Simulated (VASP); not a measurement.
An input for Quantum ESPRESSO's pw.x (written as the equivalent of a VASP run, and not itself run):

```
&CONTROL
  calculation = 'vc-relax'
  pseudo_dir = './pseudo'
  outdir = './out'
  tprnfor = .true.
  tstress = .true.
  nstep = 30
  forc_conv_thr = 0.00039
/
&SYSTEM
  ibrav = 0
  nat = 6
  ntyp = 2
  ecutwfc = 86
  occupations = 'smearing'
  smearing = 'gaussian'
  degauss = 0.003675
  input_dft = 'revpbe'
/
&ELECTRONS
  conv_thr = 7.3e-09
  electron_maxstep = 100
/
&IONS
/
&CELL
  cell_dofree = 'shape'
/
ATOMIC_SPECIES
  W 183.840 W.upf
  Se 78.971 Se.upf
CELL_PARAMETERS angstrom
     1.6868374   -2.9216877    0.0000000
     1.6868374    2.9216877    0.0000000
     0.0000000    0.0000000   17.7704152
ATOMIC_POSITIONS crystal
  W    0.3333330  0.6666670  0.2500000
  W    0.6666670  0.3333330  0.7500000
  Se   0.3333330  0.6666670  0.8455581
  Se   0.6666670  0.3333330  0.3455581
  Se   0.6666670  0.3333330  0.1544419
  Se   0.3333330  0.6666670  0.6544419
K_POINTS automatic
  8 8 2 0 0 0
```

### Question
Translate this input to VASP (INCAR, KPOINTS, POSCAR, choice of POTCAR).

### Answer
One answer among several that fit: 
INCAR:
```
# general
SYSTEM  = WSe2
PREC    = Accurate
ENCUT   = 520   # plane-wave cut-off (eV)
LREAL   = .FALSE.   # projection in real space or not
LASPH   = .TRUE.   # aspherical one-centre terms

# electronic loop
EDIFF   = 1E-7   # SCF stop (eV)
NELM    = 100   # most electronic steps
ALGO    = Normal   # blocked Davidson
LMAXMIX = 6

# smearing
ISMEAR  = 0   # Gaussian
SIGMA   = 0.05

# functional
GGA     = RE   # revPBE

# ions
IBRION  = 2
NSW     = 30   # most ionic steps
ISIF    = 4
EDIFFG  = -0.01   # ionic stop

# output
LWAVE   = .FALSE.
LCHARG  = .FALSE.
```

**POSCAR**
```
WSe2
1
    1.6868373920    -2.9216877232     0.0000000000
    1.6868373920     2.9216877232     0.0000000000
    0.0000000000     0.0000000000    17.7704151916
W Se
2 4
Direct
  0.3333330000   0.6666670000   0.2500000000
  0.6666670000   0.3333330000   0.7500000000
  0.3333330000   0.6666670000   0.8455581003
  0.6666670000   0.3333330000   0.3455581003
  0.6666670000   0.3333330000   0.1544418997
  0.3333330000   0.6666670000   0.6544418997
```

KPOINTS:
```
Automatic mesh
0
Gamma
8 8 2
0 0 0
```

POTCAR, in this order: W_sv Se (PBE.64 set). Program: vasp_std.

Limits of the translation: the potentials are each code's own (VASP's PAW set, PseudoDojo norm-conserving files in pw.x), so ENCUT and ecutwfc are chosen apart and not converted; conv_thr bounds pw.x's estimated SCF error, while EDIFF bounds the energy change between steps; forc_conv_thr acts on force components and is met together with etot_conv_thr.

The compound is WSe2 in the 2H layered structure. This cell is one point of a volume scan, at 1.03 of the reference volume. Symmetry was kept, so distortions that lower it aren't found.
